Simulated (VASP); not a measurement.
Consider the following.

```
CELL_PARAMETERS angstrom
      0.00000     2.95473     2.95473
      2.95473     0.00000     2.95473
      2.95473     2.95473     0.00000
ATOMIC_POSITIONS crystal
  Sr 0.00000 0.00000 0.00000
```

Computed with PBEsol GGA, VASP's PBE PAW potentials (set 64) (plane waves; VASP). Settings: 400 eV cut-off, 18×18×18 Γ-centred mesh, Gaussian smearing of 0.010 eV, potentials Sr_sv.

Question: Predict the energy per atom (σ→0), band gap (on the k-mesh) with the smallest direct gap where there is one.

Answer: 
The band gap (on the k-mesh) is none (metal, semimetal or under 0.01 eV) and the energy per atom (σ→0) is -1.840 eV/atom.

Only differences to runs with the same potentials and settings are physical.

The compound is Sr in the fcc structure. It was relaxed first, which changed the volume by -8 %.
